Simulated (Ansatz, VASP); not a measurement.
# Ti19Si9O56 (glassy 68TiO2-32SiO2 (mol %)) in two plane-wave programs, part 2 of 3

One calculation is typed for both programs; each brings its own data sets. How far apart do they land? The structure shown is the start of the Ansatz relaxation below; VASP solves that cell, so the two are compared at the walk's first step.

VASP 6.6.1 and Ansatz 0.2.0.

So far. Step 3 (VASP: single point, PBE, start cell, pair 1): The run ends at a pressure of 0.63 GPa, with forces up to 0.67 eV/Å.

**4. Side by side**

Known differences besides the potentials themselves: the cutoff is 420 eV in Ansatz and 520 eV in VASP (PREC = Accurate, projectors in real space). Total energies have different zeros and are not compared.

Forces on 9 of the 84 atoms, those with the largest forces and the largest differences (eV/Å; atoms numbered as in POSCAR):

| atom | Ansatz x, y, z | VASP x, y, z |
| --- | --- | --- |
| Ti5 | -0.191, 0.566, -0.086 | -0.299, 0.563, -0.112 |
| Ti8 | 0.212, -0.474, 0.206 | 0.282, -0.548, 0.257 |
| Si20 | 0.375, 0.258, -0.234 | 0.400, 0.269, -0.229 |
| Si21 | -0.370, 0.285, 0.177 | -0.363, 0.306, 0.177 |
| Si23 | 0.452, -0.385, 0.001 | 0.485, -0.378, 0.027 |
| Si26 | -0.539, -0.107, -0.243 | -0.531, -0.119, -0.275 |
| Si27 | 0.248, -0.469, -0.110 | 0.233, -0.505, -0.097 |
| O60 | -0.264, -0.015, 0.049 | -0.240, 0.077, -0.009 |
| O73 | -0.119, 0.214, 0.040 | -0.208, 0.309, 0.041 |

The forces differ by 33 meV/Å r.m.s., which is 20.9 % of the r.m.s. force of 0.157 eV/Å (both taken over all components).

**5. Ansatz: relaxation, PBE**

The two programs are compared at the cell with which this relaxation starts, whose forces are those of its first step. The cell compared in this pair holds 1055.70 Å³, against 1088.24 Å³ for the pair before.

The structure compared here is the start of the Ansatz relaxation; VASP solves that cell, so the two are compared at the walk's first step.

The input, input.yaml:

```yaml
crystal:
  lattice:
    - [10.32494, -0.02396, -0.11225]
    - [-0.02396, 10.04535, -0.06698]
    - [-0.11225, -0.06698, 10.18032]
  atoms:
    - { symbol: Ti, position: [0.71064, 0.46041, 0.64829] }
    - { symbol: Ti, position: [0.1896, 0.43138, 0.90619] }
    - { symbol: Ti, position: [0.59026, 0.74426, 0.30594] }
    - { symbol: Ti, position: [0.44185, 0.31268, 0.15047] }
    - { symbol: Ti, position: [0.4839, 0.71877, 0.63638] }
    - { symbol: Ti, position: [0.97658, 0.88452, 0.14207] }
    - { symbol: Ti, position: [0.23475, 0.63171, 0.44383] }
    - { symbol: Ti, position: [0.90165, 0.81962, 0.77492] }
    - { symbol: Ti, position: [0.73197, 0.29511, 0.96912] }
    - { symbol: Ti, position: [0.84013, 0.13934, 0.69052] }
    - { symbol: Ti, position: [0.0, 0.451, 0.61205] }
    - { symbol: Ti, position: [0.13196, 0.07414, 0.86456] }
    - { symbol: Ti, position: [0.88299, 0.90367, 0.46752] }
    - { symbol: Ti, position: [0.5938, 0.02535, 0.78251] }
    - { symbol: Ti, position: [0.39198, 0.96422, 0.08497] }
    - { symbol: Ti, position: [0.06806, 0.17604, 0.40289] }
    - { symbol: Ti, position: [0.0478, 0.22955, 0.10542] }
    - { symbol: Ti, position: [0.42391, 0.61041, 0.04267] }
    - { symbol: Ti, position: [0.24589, 0.78472, 0.87222] }
    - { symbol: Si, position: [0.72345, 0.58375, 0.93218] }
    - { symbol: Si, position: [0.67495, 0.97261, 0.09392] }
    - { symbol: Si, position: [0.76382, 0.20831, 0.2696] }
    - { symbol: Si, position: [0.31211, 0.95298, 0.39609] }
    - { symbol: Si, position: [0.0735, 0.57519, 0.17257] }
    - { symbol: Si, position: [0.61201, 0.03831, 0.46242] }
    - { symbol: Si, position: [0.34349, 0.22877, 0.71428] }
    - { symbol: Si, position: [0.80239, 0.51647, 0.22904] }
    - { symbol: Si, position: [0.44311, 0.38665, 0.48092] }
    - { symbol: O, position: [0.04575, 0.72094, 0.10402] }
    - { symbol: O, position: [0.31688, 0.36037, 0.80213] }
    - { symbol: O, position: [0.57446, 0.62092, 0.95703] }
    - { symbol: O, position: [0.07269, 0.86351, 0.83722] }
    - { symbol: O, position: [0.19946, 0.05673, 0.4338] }
    - { symbol: O, position: [0.8393, 0.31248, 0.65386] }
    - { symbol: O, position: [0.65881, 0.08595, 0.60867] }
    - { symbol: O, position: [0.92055, 0.79484, 0.59903] }
    - { symbol: O, position: [0.97508, 0.88227, 0.3178] }
    - { symbol: O, position: [0.78388, 0.53515, 0.07202] }
    - { symbol: O, position: [0.4777, 0.64234, 0.20915] }
    - { symbol: O, position: [0.75458, 0.36951, 0.27099] }
    - { symbol: O, position: [0.1965, 0.59586, 0.27361] }
    - { symbol: O, position: [0.06177, 0.31049, 0.51486] }
    - { symbol: O, position: [0.97554, 0.12084, 0.79811] }
    - { symbol: O, position: [0.43741, 0.34938, 0.32627] }
    - { symbol: O, position: [0.72881, 0.63619, 0.30318] }
    - { symbol: O, position: [0.3814, 0.7841, 0.00965] }
    - { symbol: O, position: [0.35183, 0.43618, 0.06149] }
    - { symbol: O, position: [0.91202, 0.1648, 0.29294] }
    - { symbol: O, position: [0.95368, 0.5342, 0.26521] }
    - { symbol: O, position: [0.70589, 0.91053, 0.42227] }
    - { symbol: O, position: [0.37115, 0.5304, 0.50806] }
    - { symbol: O, position: [0.65624, 0.15924, 0.37025] }
    - { symbol: O, position: [0.06364, 0.45113, 0.77973] }
    - { symbol: O, position: [0.21974, 0.12828, 0.72479] }
    - { symbol: O, position: [0.57267, 0.90326, 0.19279] }
    - { symbol: O, position: [0.37015, 0.27313, 0.56483] }
    - { symbol: O, position: [0.72744, 0.44277, 0.84697] }
    - { symbol: O, position: [0.80631, 0.88603, 0.08767] }
    - { symbol: O, position: [0.71606, 0.12677, 0.13315] }
    - { symbol: O, position: [0.84471, 0.54207, 0.58074] }
    - { symbol: O, position: [0.54399, 0.872, 0.70453] }
    - { symbol: O, position: [0.27236, 0.97292, 0.94253] }
    - { symbol: O, position: [0.4583, 0.0052, 0.44444] }
    - { symbol: O, position: [0.71705, 0.17468, 0.84039] }
    - { symbol: O, position: [0.10373, 0.58027, 0.5394] }
    - { symbol: O, position: [0.59006, 0.33639, 0.06303] }
    - { symbol: O, position: [0.27678, 0.80957, 0.46081] }
    - { symbol: O, position: [0.13801, 0.25099, 0.25825] }
    - { symbol: O, position: [0.59314, 0.39416, 0.53093] }
    - { symbol: O, position: [0.04329, 0.03879, 0.07592] }
    - { symbol: O, position: [0.40804, 0.14128, 0.1138] }
    - { symbol: O, position: [0.15612, 0.2351, 0.96239] }
    - { symbol: O, position: [0.79091, 0.94907, 0.7749] }
    - { symbol: O, position: [0.81796, 0.68797, 0.86372] }
    - { symbol: O, position: [0.58011, 0.9798, 0.96557] }
    - { symbol: O, position: [0.89022, 0.28427, 0.04314] }
    - { symbol: O, position: [0.92341, 0.06441, 0.53303] }
    - { symbol: O, position: [0.32366, 0.74757, 0.72663] }
    - { symbol: O, position: [0.46255, 0.14032, 0.77113] }
    - { symbol: O, position: [0.52655, 0.73334, 0.46231] }
    - { symbol: O, position: [0.31193, 0.92932, 0.23686] }
    - { symbol: O, position: [0.59703, 0.60163, 0.69271] }
    - { symbol: O, position: [0.24298, 0.60832, 0.92773] }
    - { symbol: O, position: [0.09035, 0.45236, 0.06985] }
kpoints:
  mp_grid: { grid: [1, 1, 1] }
hamiltonian:
  xc: pbe
scf:
  occupations: { method: gaussian, width: 0.025 }
output:
  forces: true
  eigenvalues: true
  stress: true
relax:
  f_tol: 0.05
  max_steps: 70
```

On the command line:

```sh
$ ansatz run input.yaml --threads 4 --pin off --max-ram 8192MiB --backend cpu --events-out ev --progress --plain --runs-dir out
```

Numbers of over 12 decimals in the logs are rounded to 6 here.

What it wrote:

```text
[...]
Crystal: 84 atoms, lattice volume = 1055.700 Å³
Basis set: ecut = 420 eV, 20615 PW (Γ), exchange–correlation on 144×144×144 points (8 copies of the dense FFT grid, shifted against one another)
Bands: 384, of which v1, the nominal top of the filled ones, is band 300 counted from 1 (299 counted from 0)
Symmetry: 1 space group operations
[...]
k-points: 1
[...]
- { symbol: O, position: [0.314937, 0.363614, 0.796005] }
    - { symbol: O, position: [0.575482, 0.622935, 0.955052] }
    - { symbol: O, position: [0.070752, 0.865003, 0.841110] }
    - { symbol: O, position: [0.198476, 0.055464, 0.437942] }
    - { symbol: O, position: [0.840479, 0.313822, 0.651844] }
    - { symbol: O, position: [0.656818, 0.088596, 0.606539] }
    - { symbol: O, position: [0.928461, 0.793469, 0.596147] }
[...]
- { symbol: O, position: [0.306943, 0.925580, 0.236714] }
    - { symbol: O, position: [0.593593, 0.600362, 0.694636] }
    - { symbol: O, position: [0.239978, 0.607809, 0.931841] }
    - { symbol: O, position: [0.089356, 0.448115, 0.072559] }
```

**6. VASP: single point, PBE, start cell, pair 2**

The same cell, functional, mesh and smearing now go to VASP, with its own data sets.

The input, INCAR:

```
SYSTEM = Ti19Si9O56
PREC = Accurate
ENCUT = 520
EDIFF = 1E-06
NELM = 120
ISMEAR = 0
SIGMA = 0.025
LREAL = Auto
ALGO = Normal
GGA = PE
NBANDS = 360
LASPH = .TRUE.
LORBIT = 11
LWAVE = .FALSE.
LCHARG = .FALSE.
ISIF = 2
GGA_COMPAT = .FALSE.
EFERMI = MIDGAP
NCORE = 2
```

The input, POSCAR:

```
Ti19Si9O56
1.0
   10.3249400000     -0.0239600000     -0.1122500000
   -0.0239600000     10.0453500000     -0.0669800000
   -0.1122500000     -0.0669800000     10.1803200000
Ti Si O
19 9 56
Direct
    0.7106387047      0.4604069960      0.6482907468
    0.1896045240      0.4313776374      0.9061873086
    0.5902576316      0.7442582583      0.3059439033
    0.4418507154      0.3126785306      0.1504708055
    0.4839016538      0.7187722754      0.6363809122
    0.9765810740      0.8845202058      0.1420747471
    0.2347477120      0.6317104424      0.4438330422
    0.9016539258      0.8196237670      0.7749175913
    0.7319707655      0.2951066448      0.9691178628
    0.8401259097      0.1393361698      0.6905221909
    0.0000008866      0.4510042374      0.6120542737
    0.1319642602      0.0741407687      0.8645581806
    0.8829912303      0.9036689836      0.4675239594
    0.5937994366      0.0253490046      0.7825050552
    0.3919771016      0.9642155628      0.0849661492
    0.0680625944      0.1760432673      0.4028882593
    0.0478001569      0.2295496454      0.1054230911
    0.4239070572      0.6104132443      0.0426675238
    0.2458908684      0.7847225563      0.8722183553
    0.7234544738      0.5837498440      0.9321816337
    0.6749526727      0.9726054791      0.0939173378
    0.7638159136      0.2083111772      0.2695977159
    0.3121078613      0.9529790885      0.3960940959
    0.0734970045      0.5751934432      0.1725659405
    0.6120059129      0.0383099068      0.4624180440
    0.3434943978      0.2287697768      0.7142781608
    0.8023856830      0.5164743888      0.2290361450
    0.4431064566      0.3866494412      0.4809216684
    0.0457484039      0.7209368685      0.1040167313
    0.3168805958      0.3603676239      0.8021267770
    0.5744637636      0.6209207274      0.9570301157
    0.0726946479      0.8635058965      0.8372229556
    0.1994639041      0.0567262324      0.4337967123
    0.8392962377      0.3124834202      0.6538636450
    0.6588107963      0.0859455880      0.6086653609
    0.9205462736      0.7948432865      0.5990253668
    0.9750771227      0.8822738246      0.3178040678
    0.7838793311      0.5351536748      0.0720247544
    0.4777042744      0.6423424644      0.2091531900
    0.7545779316      0.3695073348      0.2709886304
    0.1965037956      0.5958612525      0.2736130434
    0.0617661924      0.3104884525      0.5148590390
    0.9755391184      0.1208351337      0.7981082916
    0.4374063738      0.3493789272      0.3262667840
    0.7288056464      0.6361917562      0.3031752005
    0.3814036903      0.7841025683      0.0096491814
    0.3518328702      0.4361768033      0.0614920122
    0.9120179879      0.1647999325      0.2929389566
    0.9536781151      0.5341988033      0.2652108189
    0.7058942617      0.9105304187      0.4222680582
    0.3711535142      0.5303969030      0.5080575037
    0.6562435790      0.1592401177      0.3702466371
    0.0636355557      0.4511292043      0.7797259541
    0.2197427642      0.1282793765      0.7247864780
    0.5726699548      0.9032571655      0.1927918147
    0.3701470732      0.2731314481      0.5648293328
    0.7274406390      0.4427679909      0.8469686426
    0.8063069387      0.8860310045      0.0876744847
    0.7160606368      0.1267725796      0.1331460145
    0.8447096092      0.5420654586      0.5807407034
    0.5439912364      0.8719978535      0.7045328077
    0.2723609085      0.9729234231      0.9425282234
    0.4582992709      0.0052013240      0.4444351924
    0.7170519806      0.1746847607      0.8403851225
    0.1037343971      0.5802699549      0.5394045244
    0.5900600907      0.3363904284      0.0630300105
    0.2767786717      0.8095682750      0.4608100029
    0.1380059081      0.2509921941      0.2582534361
    0.5931406326      0.3941598478      0.5309342793
    0.0432884819      0.0387863138      0.0759167727
    0.4080371985      0.1412792176      0.1138043851
    0.1561231100      0.2351039849      0.9623933318
    0.7909123423      0.9490712802      0.7749018405
    0.8179646242      0.6879650855      0.8637151318
    0.5801061986      0.9798039329      0.9655732028
    0.8902185886      0.2842727311      0.0431388821
    0.9234121804      0.0644105964      0.5330252133
    0.3236605538      0.7475722036      0.7266277763
    0.4625519376      0.1403169459      0.7711270259
    0.5265468609      0.7333424247      0.4623061123
    0.3119296163      0.9293194404      0.2368648447
    0.5970273767      0.6016318515      0.6927104084
    0.2429760675      0.6083174071      0.9277330343
    0.0903520780      0.4523629033      0.0698545122
```

The input, KPOINTS:

```
Automatic mesh
0
Gamma
1 1 1
0 0 0
```

Potentials, in the order of the species: Ti_sv, Si and O (PBE family, release 64).

On the command line:

```sh
$ mpirun -np 8 vasp_gam
```

What it wrote:

```text
[... set-up lines as in an earlier step ...]
 entering main loop
       N       E                     dE             d eps       ncg     rms          rms(c)
DAV:   1     0.109917799227E+05    0.10992E+05   -0.33380E+05   720   0.198E+03
DAV:   2     0.178354683465E+04   -0.92082E+04   -0.87601E+04   720   0.604E+02
DAV:   3    -0.623610532699E+03   -0.24072E+04   -0.22839E+04   848   0.272E+02
DAV:   4    -0.881714676254E+03   -0.25810E+03   -0.25726E+03   984   0.998E+01
[...]
DAV:  19    -0.715512510670E+03   -0.52758E-05   -0.60058E-06   744   0.871E-03    0.541E-03
DAV:  20    -0.715512511749E+03   -0.10790E-05   -0.39114E-06   616   0.510E-03    0.202E-03
DAV:  21    -0.715512511873E+03   -0.12435E-06   -0.67980E-07   432   0.270E-03
   1 F= -.71551251E+03 E0= -.71551251E+03  d E =0.000000E+00
```

Parts of OUTCAR (step 6):

```text
  FREE ENERGIE OF THE ION-ELECTRON SYSTEM (eV)
  ---------------------------------------------------
  free  energy   TOTEN  =      -715.5125118734 eV

  energy  without entropy=     -715.5125118734  energy(sigma->0) =     -715.51251187
```

The run ends at a pressure of 6.26 GPa, with forces up to 0.65 eV/Å.

**7. Comparison**

Forces on 8 of the 84 atoms, those with the largest forces and the largest differences (eV/Å; atoms numbered as in POSCAR):

| atom | Ansatz x, y, z | VASP x, y, z |
| --- | --- | --- |
| Ti3 | 0.132, 0.319, -0.155 | 0.180, 0.394, -0.189 |
| Ti5 | -0.367, -0.137, -0.108 | -0.470, -0.139, -0.140 |
| Ti8 | 0.260, -0.165, 0.139 | 0.316, -0.245, 0.203 |
| Ti19 | -0.287, 0.186, 0.162 | -0.364, 0.229, 0.213 |
| O36 | 0.171, -0.388, -0.058 | 0.202, -0.457, -0.057 |
| O60 | 0.063, 0.439, -0.287 | 0.099, 0.537, -0.349 |
| O68 | 0.443, 0.256, 0.059 | 0.533, 0.307, 0.078 |
| O73 | -0.297, 0.222, 0.070 | -0.382, 0.309, 0.071 |

The forces differ by 33 meV/Å r.m.s., which is 18.3 % of the r.m.s. force of 0.182 eV/Å (both taken over all components).

**8. Ansatz: relaxation, PBE**

The two programs are compared at the cell with which this relaxation starts, whose forces are those of its first step. The cell compared in this pair holds 1023.05 Å³, against 1055.70 Å³ for the pair before.

The structure compared here is the start of the Ansatz relaxation; VASP solves that cell, so the two are compared at the walk's first step.

Edit input.yaml of step 5 so:

```diff
@@ -2,5 +2,5 @@
   lattice:
-    - [10.32494, -0.02396, -0.11225]
-    - [-0.02396, 10.04535, -0.06698]
-    - [-0.11225, -0.06698, 10.18032]
+    - [10.21738, -0.02371, -0.11109]
+    - [-0.02371, 9.9407, -0.06628]
+    - [-0.11109, -0.06628, 10.07427]
   atoms:
```

On the command line:

```sh
$ ansatz run input.yaml --threads 4 --pin off --max-ram 8192MiB --backend cpu --events-out ev --progress --plain --runs-dir out
```

What it wrote:

```text
[...]
Crystal: 84 atoms, lattice volume = 1023.049 Å³
Basis set: ecut = 420 eV, 20003 PW (Γ), exchange–correlation on 144×144×144 points (8 copies of the dense FFT grid, shifted against one another)
Bands: 384, of which v1, the nominal top of the filled ones, is band 300 counted from 1 (299 counted from 0)
Symmetry: 1 space group operations
[...]
k-points: 1
[...]
- { symbol: O, position: [0.311163, 0.367270, 0.787393] }
    - { symbol: O, position: [0.577048, 0.627707, 0.952973] }
    - { symbol: O, position: [0.068389, 0.866031, 0.845917] }
    - { symbol: O, position: [0.195787, 0.053164, 0.442856] }
    - { symbol: O, position: [0.840800, 0.315964, 0.650091] }
    - { symbol: O, position: [0.653207, 0.093235, 0.604930] }
    - { symbol: O, position: [0.937012, 0.792992, 0.594357] }
[...]
- { symbol: O, position: [0.300384, 0.922510, 0.237170] }
    - { symbol: O, position: [0.590220, 0.601605, 0.696169] }
    - { symbol: O, position: [0.239756, 0.605828, 0.935412] }
    - { symbol: O, position: [0.089907, 0.445271, 0.073746] }
```

(Continued in part 3 of 3.)

[Lines on the potential files, build, host, timing and source positions are cut from VASP's logs without a mark.]

[Logs are printed without paths, hosts, clocks, repeated set-up lines and the standing remarks that a program may print on its own settings, such as how far it seeks lower states.]

[Hosts, paths, dates, database ids (printed as entryN), source tags and the programs' standing remarks are cut or masked in the printed files.]
